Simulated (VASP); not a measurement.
Computed with PBE GGA with D3 dispersion (Becke-Johnson damping), VASP's PBE PAW potentials (set 64) (plane waves; VASP 6.6.1).

VASP input:

POSCAR:
```
CuAu
2.8444030
  1.0000000875   0.0000000000   0.0000000000
  0.0000000000   1.0000000875   0.0000000000
  0.0000000000   0.0000000000   1.2465907580
Cu Au
1 1
Cartesian
  0.0000000000   1.0000000875   0.0000000000
  0.5000000437   0.5000000437   0.6232953790
```

**INCAR**
```
NEDOS=601
SYSTEM=CuAu
LWAVE=.FALSE.
ALGO=Normal   ! blocked Davidson
LASPH=.TRUE.   ! aspherical one-centre terms
GGA=PE   ! PBE
IVDW=12   ! D3, Becke-Johnson
LREAL=.FALSE.   ! projection in real space or not
LORBIT=11   ! lm-projected
NELM=100   ! most electronic steps
ISIF=2   ! forces and stress, cell fixed
LCHARG=.TRUE.
EDIFF=1E-7   ! SCF stop (eV)
ENCUT=520   ! plane-wave cut-off (eV)
ISMEAR=-5   ! tetrahedra, Bloechl
PREC=Accurate
LMAXMIX=6
```

KPOINTS:
```
kpoints
0
gamma
14 14 12
```

POTCAR, in this order: Cu Au (PBE.64 set). Program: vasp_std.

Task: What will the output report for the number of irreducible k-points (NKPTS), largest plane-wave count, number of space-group operations, FFT grid (NGX, NGY, NGZ)?

Result: 
- number of irreducible k-points (NKPTS) = 252
- largest plane-wave count = 800
- number of space-group operations = 16
- FFT grid (NGX, NGY, NGZ) = 24 × 24 × 28

The compound is CuAu in the L1_0 structure. It was relaxed first.
